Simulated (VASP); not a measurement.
Method: PW91 GGA, VASP's PBE PAW potentials (set 64) (plane waves; VASP).

VASP ran on this input.

### KPOINTS
```
Automatic mesh
0
Gamma
4 4 6
0 0 0
```

INCAR:
```
! general
SYSTEM  = SnO2
PREC    = Accurate
ENCUT   = 520
LREAL   = .FALSE.
LASPH   = .TRUE.

! electronic loop
EDIFF   = 1E-6
NELM    = 100
ALGO    = Normal
LMAXMIX = 4

! smearing
ISMEAR  = 0
SIGMA   = 0.05

! functional
GGA     = 91

! ions
IBRION  = 2
NSW     = 60
ISIF    = 3
EDIFFG  = -0.02

! output
LWAVE   = .FALSE.
LCHARG  = .FALSE.
```

**POSCAR**
```
SnO2
1.0
  4.8207580717   0.0000000000   0.0000000000
  0.0000000000   4.8207580717   0.0000000000
  0.0000000000   0.0000000000   3.2461801337
Sn O
2 4
direct
  0.0000000000   0.0000000000   0.0000000000
  0.5000000000   0.5000000000   0.5000000000
  0.3064809070   0.3064809070   0.0000000000
  0.8064809070   0.1935190930   0.5000000000
  0.1935190930   0.8064809070   0.5000000000
  0.6935190930   0.6935190930   1.0000000000
```

POTCAR, in this order: Sn_d O (PBE.64 set). Program: vasp_std.

Output of the run:

File OUTCAR:
```
 ion  position               nearest neighbor table
   1  0.000  0.000  0.000-   3 2.09   6 2.09   5 2.09   4 2.09   4 2.09   5 2.09
   2  0.500  0.500  0.500-   4 2.09   5 2.09   3 2.09   6 2.09   3 2.09   6 2.09
   3  0.306  0.306  0.000-   1 2.09   2 2.09   2 2.09
   4  0.806  0.194  0.500-   2 2.09   1 2.09   1 2.09
   5  0.194  0.806  0.500-   2 2.09   1 2.09   1 2.09
   6  0.694  0.694  0.000-   1 2.09   2 2.09   2 2.09
  LATTYP: Found a simple tetragonal cell.
 ALAT       =     4.8207580717
 C/A-ratio  =     0.6733754495
 Subroutine PRICEL returns:
 Original cell was already a primitive cell.
 Subroutine GETGRP returns: Found 16 space group operations
The static configuration has the point symmetry D_2h.
 The point group associated with its full space group is D_4h.
The dynamic configuration has the point symmetry D_2h.
 Subroutine INISYM returns: Found 16 space group operations
 Subroutine IBZKPT returns following result:
 Found     24 irreducible k-points:

 Following reciprocal coordinates:
            Coordinates               Weight
  0.000000  0.000000  0.000000      1.000000
  0.250000  0.000000  0.000000      4.000000
  0.500000  0.000000  0.000000      2.000000
  0.250000  0.250000  0.000000      4.000000
  0.500000  0.250000  0.000000      4.000000
  0.500000  0.500000  0.000000      1.000000
  0.000000  0.000000  0.166667      2.000000
  0.250000  0.000000  0.166667      8.000000
  0.500000  0.000000  0.166667      4.000000
  0.250000  0.250000  0.166667      8.000000
  0.500000  0.250000  0.166667      8.000000
  0.500000  0.500000  0.166667      2.000000
  0.000000  0.000000  0.333333      2.000000
  0.250000  0.000000  0.333333      8.000000
  0.500000  0.000000  0.333333      4.000000
  0.250000  0.250000  0.333333      8.000000
  0.500000  0.250000  0.333333      8.000000
  0.500000  0.500000  0.333333      2.000000
...
```

**OSZICAR**
```
       N       E                     dE             d eps       ncg     rms          rms(c)
DAV:   1     0.650456504880E+03    0.65046E+03   -0.26391E+04  1602   0.258E+03
DAV:   2     0.534263075560E+02   -0.59703E+03   -0.57543E+03  1700   0.675E+02
DAV:   3    -0.389083328025E+02   -0.92335E+02   -0.90027E+02  1719   0.225E+02
DAV:   4    -0.439132763120E+02   -0.50049E+01   -0.49781E+01  1747   0.564E+01
DAV:   5    -0.440760013841E+02   -0.16273E+00   -0.16261E+00  1893   0.105E+01    0.159E+01
DAV:   6    -0.375622911772E+02    0.65137E+01   -0.26753E+01  2334   0.739E+01    0.572E+00
DAV:   7    -0.376652419574E+02   -0.10295E+00   -0.21150E+00  1649   0.872E+00    0.323E+00
DAV:   8    -0.376420730861E+02    0.23169E-01   -0.31898E-01  2142   0.504E+00    0.792E-01
DAV:   9    -0.376263117383E+02    0.15761E-01   -0.88031E-02  2362   0.386E+00    0.145E-01
DAV:  10    -0.376269821119E+02   -0.67037E-03   -0.58890E-03  2148   0.763E-01    0.472E-02
DAV:  11    -0.376270409258E+02   -0.58814E-04   -0.32400E-04  2393   0.195E-01    0.202E-02
DAV:  12    -0.376270438475E+02   -0.29217E-05   -0.19691E-05  1722   0.329E-02    0.142E-02
DAV:  13    -0.376270403461E+02    0.35013E-05   -0.14191E-05  1894   0.433E-02    0.236E-03
DAV:  14    -0.376270405902E+02   -0.24401E-06   -0.10291E-06  1146   0.848E-03
   1 F= -.37627041E+02 E0= -.37627041E+02  d E =-.376270E+02
       N       E                     dE             d eps       ncg     rms          rms(c)
DAV:   1    -0.376302007335E+02   -0.31604E-02   -0.87061E-02  1983   0.411E+00    0.368E-01
DAV:   2    -0.376278110884E+02    0.23896E-02   -0.78864E-03  2102   0.963E-01    0.140E-01
DAV:   3    -0.376272767482E+02    0.53434E-03   -0.10374E-03  2144   0.675E-01    0.464E-02
DAV:   4    -0.376272034653E+02    0.73283E-04   -0.21265E-04  2273   0.277E-01    0.942E-03
DAV:   5    -0.376271996354E+02    0.38299E-05   -0.61535E-05  2024   0.774E-02    0.498E-03
DAV:   6    -0.376271984538E+02    0.11816E-05   -0.19524E-06  1171   0.166E-02    0.226E-03
DAV:   7    -0.376271983644E+02    0.89370E-07   -0.12299E-06   910   0.103E-02
   2 F= -.37627198E+02 E0= -.37627198E+02  d E =-.157774E-03
       N       E                     dE             d eps       ncg     rms          rms(c)
DAV:   1    -0.376273861559E+02   -0.18770E-03   -0.50412E-03  1984   0.983E-01    0.886E-02
DAV:   2    -0.376272474182E+02    0.13874E-03   -0.45534E-04  2124   0.233E-01    0.337E-02
DAV:   3    -0.376272161968E+02    0.31221E-04   -0.60061E-05  2128   0.164E-01    0.112E-02
DAV:   4    -0.376272133943E+02    0.28025E-05   -0.11448E-05  2147   0.663E-02    0.217E-03
DAV:   5    -0.376272145393E+02   -0.11450E-05   -0.39757E-06  1431   0.198E-02    0.759E-04
DAV:   6    -0.376272146809E+02   -0.14160E-06   -0.16557E-07   835   0.409E-03
   3 F= -.37627215E+02 E0= -.37627215E+02  d E =-.174091E-03
       N       E                     dE             d eps       ncg     rms          rms(c)
DAV:   1    -0.376276458018E+02   -0.43126E-03   -0.22471E-02  1729   0.126E+00    0.127E-01
DAV:   2    -0.376274166853E+02    0.22912E-03   -0.97714E-04  1772   0.341E-01    0.733E-02
DAV:   3    -0.376272718531E+02    0.14483E-03   -0.25980E-04  2039   0.202E-01    0.114E-02
DAV:   4    -0.376272755177E+02   -0.36645E-05   -0.61071E-05  1558   0.627E-02    0.518E-03
DAV:   5    -0.376272756537E+02   -0.13597E-06   -0.13593E-06  1213   0.149E-02
   4 F= -.37627276E+02 E0= -.37627276E+02  d E =-.609727E-04
```

**OUTCAR**
```
------------------------ aborting loop because EDIFF is reached ----------------------------------------
  FORCE on cell =-STRESS in cart. coord.  units (eV):
  Direction    XX          YY          ZZ          XY          YZ          ZX
  --------------------------------------------------------------------------------------
  Total        0.0081220      0.0081220      0.0269620      0.0000000      0.0000000      0.0000000
  in kB        0.1722193      0.1722193      0.5717047      0.0000000      0.0000000      0.0000000
  external PRESSURE =       0.3053811 kB  Pullay stress =       0.0000000 kB
  volume of cell :       75.56
      direct lattice vectors                 reciprocal lattice vectors
     4.827500897  0.000000000  0.000000000     0.207146518 -0.000000000  0.000000000
     0.000000000  4.827500897  0.000000000    -0.000000000  0.207146518  0.000000000
     0.000000000  0.000000000  3.242246805     0.000000000  0.000000000  0.308428093
 POSITION                                       TOTAL-FORCE (eV/Angst)
 -----------------------------------------------------------------------------------
      4.82750      4.82750      3.24225        -0.000000      0.000000     -0.000000
      2.41375      2.41375      1.62112        -0.000000      0.000000     -0.000000
      1.47962      1.47962      0.00000        -0.003351     -0.003351      0.000000
      3.89337      0.93413      1.62112        -0.003351      0.003351     -0.000000
      0.93413      3.89337      1.62112         0.003351     -0.003351     -0.000000
      3.34788      3.34788      0.00000         0.003351      0.003351     -0.000000
 -----------------------------------------------------------------------------------
    total drift:                                0.000000      0.000000      0.000000
  FREE ENERGIE OF THE ION-ELECTRON SYSTEM (eV)
  ---------------------------------------------------
  free  energy   TOTEN  =       -37.6272756537 eV

  energy  without entropy=      -37.6272756536  energy(sigma->0) =      -37.62727565

 reached required accuracy - stopping structural energy minimisation
```
(Selected blocks of OUTCAR.)

### CONTCAR
```
SnO2
   1.00000000000000
     4.8275008970629898    0.0000000000000000    0.0000000000000000
     0.0000000000000000    4.8275008970629898    0.0000000000000000
     0.0000000000000000    0.0000000000000000    3.2422468052152995
  Sn              O
     2     4
Direct
     1.0000000000000000    1.0000000000000000    1.0000000000000000
     0.5000000000000000    0.5000000000000000    0.5000000000000000
     0.3064990389732369    0.3064990389732369    0.0000000000000000
     0.8064990389732368    0.1935009610267631    0.5000000000000000
     0.1935009610267631    0.8064990389732368    0.5000000000000000
     0.6935009610267632    0.6935009610267632    0.0000000000000000
```

**OUTCAR**
```
 val. band max:        5.4429514443   @ k =   0.0000   0.0000   0.0000

 cond. band min:       6.1180934347   @ k =   0.0000   0.0000   0.0000


 Fermi energy:         5.6562745802

 k-point     1 :       0.0000    0.0000    0.0000
  band No.  band energies     occupation
      1     -15.5663      2.00000
      2     -14.9053      2.00000
      3     -14.7156      2.00000
      4     -14.6906      2.00000
      5     -14.6906      2.00000
      6     -14.6236      2.00000
      7     -14.5937      2.00000
      8     -14.5249      2.00000
      9     -14.4830      2.00000
     10     -14.4830      2.00000
     11     -13.1649      2.00000
     12     -11.4480      2.00000
     13     -11.4480      2.00000
     14      -9.9315      2.00000
     15      -2.4989      2.00000
     16       1.5553      2.00000
     17       1.5553      2.00000
     18       1.6715      2.00000
     19       2.5456      2.00000
     20       3.4744      2.00000
     21       3.4766      2.00000
     22       4.1899      2.00000
     23       4.1899      2.00000
     24       4.7053      2.00000
     25       4.7053      2.00000
     26       5.4430      2.00000
     27       6.1181      0.00000
     28      11.1172      0.00000
     29      11.4878      0.00000
     30      11.4878      0.00000
     31      15.5326      0.00000

 k-point     2 :       0.2500    0.0000    0.0000
  band No.  band energies     occupation
      1     -15.4835      2.00000
      2     -15.0031      2.00000
      3     -14.7137      2.00000
      4     -14.6877      2.00000
      5     -14.6876      2.00000
      6     -14.6726      2.00000
      7     -14.5824      2.00000
      8     -14.5336      2.00000
      9     -14.4866      2.00000
     10     -14.4864      2.00000
     11     -12.9775      2.00000
     12     -11.7948      2.00000
     13     -11.1590      2.00000
     14     -10.0652      2.00000
     15      -2.0922      2.00000
     16       0.5752      2.00000
     17       1.8271      2.00000
...
```

Unless said otherwise, spin-orbit coupling is left out, though it shifts the bands of the heavy elements here.

The compound is SnO2 in the rutile structure. This run relaxes it. Symmetry was kept, so distortions that lower it aren't found. The start is the result of an earlier pass.
